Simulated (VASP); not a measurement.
Output of a VASP run:

OSZICAR:
```
       N       E                     dE             d eps       ncg     rms          rms(c)
DAV:   1     0.915409249140E+02    0.91541E+02   -0.11281E+04  2640   0.248E+03
DAV:   2    -0.208269646385E+02   -0.11237E+03   -0.10904E+03  2527   0.326E+02
DAV:   3    -0.239704952322E+02   -0.31435E+01   -0.31318E+01  3052   0.742E+01
DAV:   4    -0.239944891713E+02   -0.23994E-01   -0.23992E-01  3087   0.572E+00
DAV:   5    -0.239948053172E+02   -0.31615E-03   -0.31614E-03  3337   0.691E-01    0.991E+00
DAV:   6    -0.210704319598E+02    0.29244E+01   -0.23640E+01  2611   0.131E+02    0.703E+00
DAV:   7    -0.199131255911E+02    0.11573E+01   -0.45526E+00  2645   0.101E+02    0.260E+00
DAV:   8    -0.199356169540E+02   -0.22491E-01   -0.40276E-01  3713   0.136E+01    0.160E+00
DAV:   9    -0.199283610435E+02    0.72559E-02   -0.35376E-02  3724   0.491E+00    0.304E-01
DAV:  10    -0.199306071315E+02   -0.22461E-02   -0.11300E-02  3534   0.220E+00    0.609E-02
DAV:  11    -0.199304134513E+02    0.19368E-03   -0.15020E-03  3659   0.758E-01    0.581E-02
DAV:  12    -0.199309821076E+02   -0.56866E-03   -0.71421E-04  3589   0.431E-01    0.162E-02
DAV:  13    -0.199310748880E+02   -0.92780E-04   -0.85584E-05  2936   0.169E-01    0.556E-03
DAV:  14    -0.199310834306E+02   -0.85426E-05   -0.91116E-06  3356   0.696E-02    0.702E-03
DAV:  15    -0.199310841240E+02   -0.69336E-06   -0.38804E-06  3389   0.565E-02    0.162E-03
DAV:  16    -0.199310836158E+02    0.50815E-06   -0.15882E-07  1997   0.818E-03    0.722E-04
DAV:  17    -0.199310836872E+02   -0.71423E-07   -0.42930E-08  1393   0.408E-03
   1 F= -.19623848E+02 E0= -.19623786E+02  d E =-.196238E+02
```

**OUTCAR**
```
------------------------ aborting loop because EDIFF is reached ----------------------------------------
  FORCE on cell =-STRESS in cart. coord.  units (eV):
  Direction    XX          YY          ZZ          XY          YZ          ZX
  --------------------------------------------------------------------------------------
  Total        0.3194071      0.3194071      0.3194071      0.0000000     -0.0000000      0.0000000
  in kB       20.7923234     20.7923234     20.7923234      0.0000000     -0.0000000      0.0000000
  external PRESSURE =       0.7923234 kB  Pullay stress =      20.0000000 kB
  volume of cell :       24.61
      direct lattice vectors                 reciprocal lattice vectors
     2.908823641  0.000000000  0.000000000     0.343781584  0.000000000  0.000000000
     0.000000000  2.908823641  0.000000000     0.000000000  0.343781584  0.000000000
     0.000000000  0.000000000  2.908823641     0.000000000  0.000000000  0.343781584
 POSITION                                       TOTAL-FORCE (eV/Angst)
 -----------------------------------------------------------------------------------
      1.45441      1.45441      1.45441         0.000000      0.000000      0.000000
      0.00000      0.00000      0.00000         0.000000      0.000000      0.000000
 -----------------------------------------------------------------------------------
    total drift:                                0.000000      0.000000     -0.000000
  FREE ENERGIE OF THE ION-ELECTRON SYSTEM (eV)
  ---------------------------------------------------
  free  energy   TOTEN  =       -19.9310836872 eV

  energy  without entropy=      -19.9308979261  energy(sigma->0) =      -19.93102177
  enthalpy is  TOTEN    =       -19.6238480518 eV   P V=        0.3072356354

 reached required accuracy - stopping structural energy minimisation
```
(Selected blocks of OUTCAR.)

POSCAR:
```
CuZn
1
    2.9088236410     0.0000000000    -0.0000000000
    0.0000000000     2.9088236410     0.0000000000
    0.0000000000     0.0000000000     2.9088236410
Zn Cu
1 1
Direct
  0.5000000000   0.5000000000   0.5000000000
  0.0000000000   0.0000000000   0.0000000000
```

Reconstruct the remaining input files.

This is not unique; one that fits is the input of the run itself, r2SCAN meta-GGA, plane waves, VASP's PBE PAW potentials (set 64).

### INCAR
```
# general
SYSTEM  = CuZn
PREC    = Accurate
ENCUT   = 480
LREAL   = .FALSE.
LASPH   = .TRUE.

# electronic loop
EDIFF   = 1E-7   # SCF stop (eV)
NELM    = 100   # most electronic steps
ALGO    = Normal   # blocked Davidson
LMAXMIX = 4   # l cut-off of mixed one-centre charges
LMIXTAU = .TRUE.

# smearing
ISMEAR  = 1   # Methfessel-Paxton
SIGMA   = 0.1

# functional
METAGGA = R2SCAN

# ions
IBRION  = 2
NSW     = 40   # most ionic steps
ISIF    = 3   # ions, shape and volume
EDIFFG  = -0.01   # ionic stop
PSTRESS = 20   # kbar

# output
LWAVE   = .FALSE.
LCHARG  = .FALSE.
```

KPOINTS:
```
Automatic mesh
0
Gamma
12 12 12
0 0 0
```

POTCAR, in this order: Zn Cu (PBE.64 set). Program: vasp_std.

The compound is CuZn in the CsCl type structure. It was relaxed first under an external pressure of 2 GPa. The electron count is odd and the run is not spin-polarised, which forces a metal.
